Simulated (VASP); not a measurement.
# Cu2BrCl (R-3m) in VASP: convergence with SIGMA

Aim: find how far SIGMA must go before the results for Cu2BrCl settle, at r2SCAN. This setting moves, with any that are tied to it; all else stays.

Program: VASP 6.6.1. These are calculated values, not measurements. Logs are shortened: lines on timing, memory, paths and dates and some standing lists are left out, and cuts for length are marked.

**1. The crystal as given**

The structure is trigonal, space group R-3m (No. 166). Conventional cell: a = 3.711 Å, b = 3.711 Å, c = 18.143 Å, α = 90.00°, β = 90.00°, γ = 120.00°. Br (site symmetry -3m) is surrounded by 6 Cu at 2.64 Å. Around Cu (site symmetry 3m) lie 3 Cl at 2.61 Å and 3 Br at 2.64 Å. Cl (site symmetry -3m) is surrounded by 6 Cu at 2.61 Å.

The cell comes from a database or a generator and needn't be the stable form of this composition.

**2. With SIGMA 0.3 eV**

INCAR

```
SYSTEM = Cu2BrCl
  PREC = Accurate
  ENCUT = 520
  EDIFF = 1E-7
  ISMEAR = 1
  SIGMA = 0.3
  LREAL = .False.
  LASPH = .True.
  NELM = 60
  ALGO = Normal
  ISIF = 2
  LWAVE = .False.
  LCHARG = .False.
  METAGGA = R2SCAN
  LMIXTAU = .True.
  NBANDS = 26
```

KPOINTS

```
Automatic mesh
0
Gamma
  8 8 8
  0 0 0
```

POSCAR

```
Cu2BrCl
1.0
    1.8555099526      1.0712791706      6.0475086568
   -1.8555099526      1.0712791706      6.0475086568
    0.0000000000     -2.1425583412      6.0475086568
Br Cu Cl
1 2 1
Direct
    0.0000000000      0.0000000000      0.0000000000
    0.7516030000      0.7516030000      0.7516030000
    0.2483970000      0.2483970000      0.2483970000
    0.5000000000      0.5000000000      0.5000000000
```

Potentials or basis: VASP PAW PBE potentials, release 64 (Br, Cu, Cl).

On the command line:

```sh
$ cat potpaw_PBE.64/Br/POTCAR potpaw_PBE.64/Cu/POTCAR potpaw_PBE.64/Cl/POTCAR > POTCAR
$ mpirun -np 1 vasp_std > vasp.out
```

Run time: 28 min. Hardware: 1 thread of AMD EPYC 7R13 (Zen 3), shared host; peak memory 0.39 GiB.

Results:

```
Free energy            : -42.1155 eV
Pressure               : -0.7 GPa
Largest force          : 0.127 eV/Å
Band gap on the k mesh : 0.73 eV, direct
```

**3. With SIGMA 0.2 eV**

Changes to INCAR since step 2:

```diff
@@ -5,3 +5,3 @@
   ISMEAR = 1
-  SIGMA = 0.3
+  SIGMA = 0.2
   LREAL = .False.
```

KPOINTS is that of step 2.

POSCAR is that of step 2.

Potentials or basis: VASP PAW PBE potentials, release 64 (Br, Cu, Cl).

On the command line:

```sh
$ cat potpaw_PBE.64/Br/POTCAR potpaw_PBE.64/Cu/POTCAR potpaw_PBE.64/Cl/POTCAR > POTCAR
$ mpirun -np 1 vasp_std > vasp.out
```

Run time: 26 min. Hardware: 1 thread of AMD EPYC 7R13 (Zen 3), shared host; peak memory 0.4 GiB.

Results:

| Quantity | Value |
| --- | --- |
| Free energy | -42.1207 eV |
| Pressure | -0.7 GPa |
| Largest force | 0.126 eV/Å |
| Band gap on the k mesh | 0.73 eV, direct |

**4. With SIGMA 0.15 eV**

Changes to INCAR since step 3:

```diff
@@ -5,3 +5,3 @@
   ISMEAR = 1
-  SIGMA = 0.2
+  SIGMA = 0.15
   LREAL = .False.
```

KPOINTS is that of step 3.

POSCAR is that of step 3.

Potentials or basis: VASP PAW PBE potentials, release 64 (Br, Cu, Cl).

On the command line:

```sh
$ cat potpaw_PBE.64/Br/POTCAR potpaw_PBE.64/Cu/POTCAR potpaw_PBE.64/Cl/POTCAR > POTCAR
$ mpirun -np 1 vasp_std > vasp.out
```

OUTCAR:

```text
SYSTEM = Cu2BrCl
   PREC = Accurate
   ENCUT = 520
   EDIFF = 1E-7
   ISMEAR = 1
   LREAL = .False.
   LASPH = .True.
   NELM = 60
   ISIF = 2
   METAGGA = R2SCAN

 Found     65 irreducible k-points:

 Following reciprocal coordinates:
            Coordinates               Weight
  0.000000  0.000000  0.000000      1.000000
  0.125000  0.000000  0.000000      6.000000
  0.250000  0.000000  0.000000      6.000000
  0.375000  0.000000  0.000000      6.000000
  0.500000  0.000000  0.000000      3.000000
  0.125000  0.125000  0.000000      6.000000
   k-points           NKPTS =     65   k-points in BZ     NKDIM =     65   number of bands    NBANDS=     26
   number of dos      NEDOS =    301   number of ions     NIONS =      4
   total plane-waves  NPLWV = 110592
   dimension x,y,z NGX =    48 NGY =   48 NGZ =   48
   dimension x,y,z NGXF=    96 NGYF=   96 NGZF=   96
   ions per type =               1   2   1
   NGX,Y,Z   is equivalent  to a cutoff of  12.44, 12.44, 12.44 a.u.
   NGXF,Y,Z  is equivalent  to a cutoff of  24.88, 24.88, 24.88 a.u.
 SYSTEM =  Cu2BrCl
   PREC   = accura    normal or accurate (medium, high low for compatibility)
   ISTART =      0    job   : 0-new  1-cont  2-samecut
   ICHARG =      2    charge: 1-file 2-atom 10-const
   ISPIN  =      1    spin polarized calculation?
   LNONCOLLINEAR =      F non collinear calculations
   LSORBIT =      F    spin-orbit coupling
   LASPH  =      T    aspherical Exc in radial PAW
   ENCUT  =  520.0 eV  38.22 Ry    6.18 a.u.  11.93 11.93 11.93*2*pi/ulx,y,z
   NELM   =     60;   NELMIN=  2; NELMDL= -5     # of ELM steps
   EDIFF  = 0.1E-06   stopping-criterion for ELM
   LREAL  =      F    real-space projection
   EDIFFG = 0.1E-05   stopping-criterion for IOM
   NSW    =      0    number of steps for IOM
   IBRION =     -1    ionic relax: 0-MD 1-quasi-New 2-CG
[... 37 lines left out ...]
  ext. energy  EPLUGINS =         0.00000000
  ---------------------------------------------------
  free energy    TOTEN  =       -42.12210912 eV

  energy without entropy =      -42.12559269  energy(sigma->0) =      -42.12327031

 E-fermi :   5.0241     XC(G=0): -10.9062

 val. band max:        4.9790086560   @ k =   0.0000   0.0000   0.0000
 cond. band min:       5.7072933966   @ k =   0.0000   0.0000   0.0000
 fundamental gap:      0.7282847406
 Fermi energy:         5.0240553545

 k-point     1 :       0.0000    0.0000    0.0000
  band No.  band energies     occupation
      1     -12.7277      2.00000
      2     -11.9262      2.00000
      3      -2.3649      2.00000
      4       0.2567      2.00000
      5       0.2567      2.00000
      6       1.5319      2.00000
[... 163 lines left out ...]
     25      14.3076      0.00000
     26      14.3384      0.00000

 [... further k-points ...]

------------------------ aborting loop because EDIFF is reached ----------------------------------------

  FORCE on cell =-STRESS in cart. coord.  units (eV):
  Direction    XX          YY          ZZ          XY          YZ          ZX
  --------------------------------------------------------------------------------------
  -------------------------------------------------------------------------------------
  Total       -0.2940104     -0.2940104     -0.3473430     -0.0000000      0.0000000      0.0000000
  in kB       -6.5309992     -6.5309992     -7.7157009     -0.0000000      0.0000000      0.0000000
  external PRESSURE =      -6.9258998 kB  Pullay stress =       0.0000000 kB

 VOLUME and BASIS-vectors are now :
 -----------------------------------------------------------------------------
  energy-cutoff  :      520.00
  volume of cell :       72.13
      direct lattice vectors                 reciprocal lattice vectors
     1.855509953  1.071279171  6.047508657     0.269467700  0.155577249  0.055119116
    -1.855509953  1.071279171  6.047508657    -0.269467700  0.155577249  0.055119116
     0.000000000 -2.142558341  6.047508657     0.000000000 -0.311154499  0.055119116

 POSITION                                       TOTAL-FORCE (eV/Angst)
 -----------------------------------------------------------------------------------
      0.00000      0.00000      0.00000         0.000000     -0.000000      0.000000
      0.00000      0.00000     13.63598         0.000000      0.000000      0.126178
      0.00000      0.00000      4.50655         0.000000      0.000000     -0.126178
      0.00000      0.00000      9.07126         0.000000     -0.000000     -0.000000
 -----------------------------------------------------------------------------------
    total drift:                                0.000000     -0.000000      0.000000

  FREE ENERGIE OF THE ION-ELECTRON SYSTEM (eV)
  ---------------------------------------------------
  free  energy   TOTEN  =       -42.1221091196 eV

  energy  without entropy=      -42.1255926865  energy(sigma->0) =      -42.12327031
```

OSZICAR:

```text
N       E                     dE             d eps       ncg     rms          rms(c)
DAV:   1     0.262385939737E+03    0.26239E+03   -0.16562E+04  3380   0.181E+03
DAV:   2    -0.134835934789E+02   -0.27587E+03   -0.26205E+03  3398   0.358E+02
[... 16 lines left out ...]
DAV:  19    -0.421221088595E+02   -0.32376E-05   -0.40969E-06  5074   0.242E-02    0.235E-03
DAV:  20    -0.421221089665E+02   -0.10696E-06   -0.23830E-07  3106   0.463E-03    0.223E-03
DAV:  21    -0.421221091457E+02   -0.17918E-06   -0.55394E-08  1786   0.216E-03    0.101E-03
DAV:  22    -0.421221090433E+02    0.10234E-06   -0.53175E-08  1756   0.405E-03    0.331E-04
DAV:  23    -0.421221091531E+02   -0.10974E-06   -0.49367E-08  1750   0.243E-03    0.790E-04
DAV:  24    -0.421221091196E+02    0.33437E-07   -0.10325E-08  1750   0.113E-03
   1 F= -.42122109E+02 E0= -.42123270E+02  d E =0.348357E-02
```

stdout:

```text
POSCAR found type information on POSCAR BrCuCl
 POSCAR found :  3 types and       4 ions
 scaLAPACK will be used
 -----------------------------------------------------------------------------
|                                                                             |
|                                                                             |
|     You enforced a specific xc type in the INCAR file but a different       |
|     I HOPE YOU KNOW WHAT YOU ARE DOING!                                     |
|                                                                             |
 -----------------------------------------------------------------------------

 LDA part: xc-table for (None), standard interpolation
 POSCAR, INCAR and KPOINTS ok, starting setup
 FFT: planning ... GRIDC
 FFT: planning ... GRID_SOFT
 FFT: planning ... GRID
 WAVECAR not read
 entering main loop
```

Run time: 26 min. Hardware: 1 thread of AMD EPYC 7R13 (Zen 3), shared host; peak memory 0.4 GiB.

Results:

```yaml
Free_energy: -42.1221 eV
Pressure: -0.7 GPa
Largest_force: 0.126 eV/Å
Band_gap_on_the_k_mesh: 0.73 eV, direct
```

**5. Summary**

| SIGMA | energy less the tightest run, at zero smearing (meV/atom) | pressure (GPa) | SCF cycles | CPU time (s) | peak memory (GiB) |
| --- | --- | --- | --- | --- | --- |
| 0.3 eV | 0.23 | -0.75 | 20 | 1700 | 0.39 |
| 0.2 eV | 0.06 | -0.70 | 24 | 1500 | 0.4 |
| 0.15 eV | 0.00 | -0.69 | 24 | 1600 | 0.4 |

Against the tightest run, the energy stays within 1 meV/atom from 0.3 eV on; the pressure stays within 0.1 GPa from 0.3 eV on. The tightest run that finished is the yardstick and may itself not be fully converged.

Caveats: the PAW data sets were made with another functional, which shifts forces and pressure a little.
